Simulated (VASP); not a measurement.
Data:

```xyz
2
Lattice="3.9573 -2.1550 0.0000 3.9573 2.1550 0.0000 2.7838 0.0000 3.5433" Properties=species:S:1:pos:R:3 pbc="T T T"
Sb     2.4981     0.0000     0.8274
Sb     8.2004     0.0000     2.7159
```

Calculation: TPSS meta-GGA, VASP's PBE PAW potentials (set 64) (plane waves; VASP 6.6.1). Run with 520 eV cut-off, 9×9×9 Γ-centred mesh, first-order Methfessel-Paxton smearing of 0.10 eV, potentials Sb.

Energy and stress use the plane-wave basis of the starting cell.

### Question
The ions, cell shape and volume are relaxed. Predict the relaxed structure.

### Answer

```xyz
2
Lattice="4.0058 -2.1797 0.0010 4.0058 2.1797 0.0010 2.8188 0.0000 3.5850" Properties=species:S:1:pos:R:3 pbc="T T T"
Sb     2.5260     0.0000     0.8366
Sb     8.3045     0.0000     2.7504
```
Space group R-3m (166), at a tolerance of 0.03 Å.

### Question
How do energy and volume change from the first to the last step?

### Answer
The energy (σ→0) changes by -6.2 meV/atom and the volume by +3.6 %, in 9 ionic steps.

The compound is Sb in the a7 structure. This run relaxes it. Symmetry was kept, so distortions that lower it aren't found.
